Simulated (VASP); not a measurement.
Computed with LDA (Ceperley-Alder, Perdew-Zunger), VASP's LDA PAW potentials (set 64) (plane waves; VASP).

Input for VASP

KPOINTS:
```
Automatic mesh
0
Gamma
6 6 6
0 0 0
```

**POSCAR**
```
CdTe
1.0
  0.0000000000   3.2400000000   3.2400000000
  3.2400000000   0.0000000000   3.2400000000
  3.2400000000   3.2400000000   0.0000000000
Cd Te
1 1
Direct
  0.0000000000   0.0000000000   0.0000000000
  0.2500000000   0.2500000000   0.2500000000
```

**INCAR**
```
ALGO  =  Normal
EDIFF  =  1E-6
EDIFFG  =  -0.01
ENCUT  =  520
IBRION  =  2
ISIF  =  3
ISMEAR  =  0
LASPH  =  T
LCHARG  =  F
LMAXMIX  =  4
LREAL  =  F
LWAVE  =  F
NELM  =  100
NSW  =  60
PREC  =  Accurate
SIGMA  =  0.05
SYSTEM  =  CdTe
```

POTCAR, in this order: Cd Te (LDA.64 set). Program: vasp_std.

**Question.** What will the output report for the number of irreducible k-points (NKPTS), largest plane-wave count, number of space-group operations, FFT grid (NGX, NGY, NGZ)?

**Answer.** 
| Item | Value |
|---|---|
| number of irreducible k-points (NKPTS) | 16 |
| largest plane-wave count | 1853 |
| number of space-group operations | 24 |
| FFT grid (NGX, NGY, NGZ) | 36 × 36 × 36 |

The compound is CdTe in the zinc blende structure. This run relaxes it. Symmetry was kept, so distortions that lower it aren't found.
